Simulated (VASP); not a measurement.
**PbTe: energy against volume**

PbTe (rock salt, Fm-3m, 35.348 Å³/atom and stress up to 0.08 GPa in the relaxed cell, cube axes along x, y and z) under an equal strain ε along all three axes. PBE in VASP (plane waves, PAW), 480 eV, 8×8×8 Γ-centred mesh, Gaussian smearing 0.05 eV; ions are relaxed, or left where forces stay under 0.02 eV/Å, within the symmetry of each cell.

Here V stands for volume and E for E less E0.

```
volume (Å³/atom)  E less E0 (meV/atom)  pressure (GPa)
----------------  --------------------  --------------
32.2610                              ?               ?
33.2691                          17.95            2.79
33.7809                          10.17            2.04
34.2980                           4.67            1.34
34.8203                           1.32            0.69
35.3478                           0.00            0.08
35.8807                           0.62           -0.48
36.4189                           3.08           -1.01
36.9625                           7.26           -1.49
37.5114                          13.10           -1.95
```

### Question
Fit E against V with the third-order Birch-Murnaghan form, a cubic in V^(-2/3), and predict the withheld value at V = 32.2610.

### Answer
With u = V^(-2/3) - 0.0929, the rows have u = 0.0037732, 0.0027943, 0.0018300, 0.0008803, -0.0000550, -0.0009766, -0.0018845, -0.0027790, -0.0036604. Least squares gives E = 0.025 + 478.0·u + 1119061·u² + 3481270·u³. Residuals (row less fit): 0.002, -0.004, 0.001, 0.005, -0.002, -0.002, 0.005, -0.004, 0.002; standard error 0.005 (degrees of freedom: 5). Its minimum lies at u = -0.0002138, so V0 = (0.0926862)^(-3/2) = 35.44. There d²E/du² = 2234000 and d³E/du³ = 2.089e7, so B0 = (4/9) × 35.44^(-7/3) × 2234000 × 0.160218 = 38.6 GPa (the last factor turns the table's units into GPa), and B0' = 4 + (2/3) × 0.0926862 × (2.089e7)/2234000 = 4.6. B0' rests on the cubic coefficient alone and has a standard error of 0.1 from these residuals. At the withheld row, u = 0.0057767, so E = 0.025 + 478.0 × 0.0057767 + 1119061 × 0.0057767² + 3481270 × 0.0057767³ = 40.801 meV/atom. The calculation gives 40.75 meV/atom, 0.051 meV/atom below the prediction (0.1 % of the range of E in the table). The row lies outside the fitted rows, so this is an extrapolation. The scatter of the fitted rows lies at the last printed digit.

Spin-orbit coupling is left out, which can shift these values for the heavy elements here. Other structures, which can take over under pressure, weren't tried. The same form fitted to the pressure column gives B0' = 4.5; series where the two differ by over 0.4 aren't shown. Rows are the converged runs of the series near zero and its far end, less any whose ions stayed unrelaxed beside relaxed ones; series whose fitted rows scatter by over a few per cent of the range, as at a crossing or softening among them, aren't shown in this form.
